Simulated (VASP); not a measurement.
## HPbNO4 under changes of volume

One of the cells (14.902 Å³/atom); the others are scaled copies at fixed shape and fractional positions:

```
H Pb N O
1.0
     4.14769   -0.00082   -0.01127
     0.00407    6.46979    0.05395
     0.02809    3.22831    7.80127
H Pb N O
2 2 2 8
Direct
  0.90366 0.21821 0.48851
  0.40337 0.78177 0.51142
  0.39455 0.30863 0.70725
  0.89489 0.69135 0.29266
  0.63409 0.19990 0.20730
  0.13386 0.80012 0.79275
  0.90829 0.32866 0.54369
  0.53792 0.39076 0.19497
  0.53483 0.11279 0.10602
  0.83718 0.08887 0.32672
  0.40817 0.67132 0.45624
  0.03774 0.60924 0.80520
  0.03429 0.88737 0.89397
  0.33716 0.91101 0.67330
```

The cell was built by a generator and needn't be a form met in nature.

* Program: VASP 6.6.1
* Functional: PBE
* Potentials or basis: VASP PAW PBE potentials, release 64 (H, Pb_d, N, O)
* Cutoff: 520 eV
* k mesh: 7 × 5 × 4
* Occupations: fermi-dirac, width 0.05 eV
* Spin: no spin polarisation

```csv
volume (Å³/atom),energy over the lowest point (meV/atom),pressure (GPa),gap on the mesh (eV),largest force (eV/Å)
13.733,?,?,?,?
14.025,10.42,4.9,3.32,1.622
14.317,3.17,2.6,3.29,0.991
14.902,0.00,-1.2,3.24,0.173
15.194,3.32,-2.9,3.21,0.632
15.486,9.49,-4.3,3.18,1.093
```

What does the run at 13.733 Å³/atom give?

Energy over the lowest point 22.02 meV/atom; pressure 7.4 GPa; gap on the mesh 3.34 eV; largest force 2.306 eV/Å.

Worked out: A Birch-Murnaghan fit of order 3 (a polynomial in V^(-2/3)) to the other rows has its minimum at 14.74 Å³/atom with B0 = V·E''(V) = 93 GPa and B' = 4.4 at fixed shape and positions, which overstates the stiffness. It gives 22.01 meV/atom at 13.733 Å³/atom, against the run's 22.02, and -dE/dV = 7.6 GPa, against 7.4. A straight line through the other rows of the gap, of slope -1.44 eV per unit of ln V, extrapolates to 3.35 eV, against the run's 3.34.

Energies are extrapolated to zero smearing.

Caveats: spin-orbit coupling is left out, which as a rule narrows the gap of such compounds by several tenths of an eV; an odd mesh through Γ misses points on the zone boundary, where band edges often lie; the standard files for N, O and F lose accuracy on very short bonds (some runs); forces of over 1 eV/Å show positions far from the minimum, so gaps and moduli don't describe the material at rest (some runs).
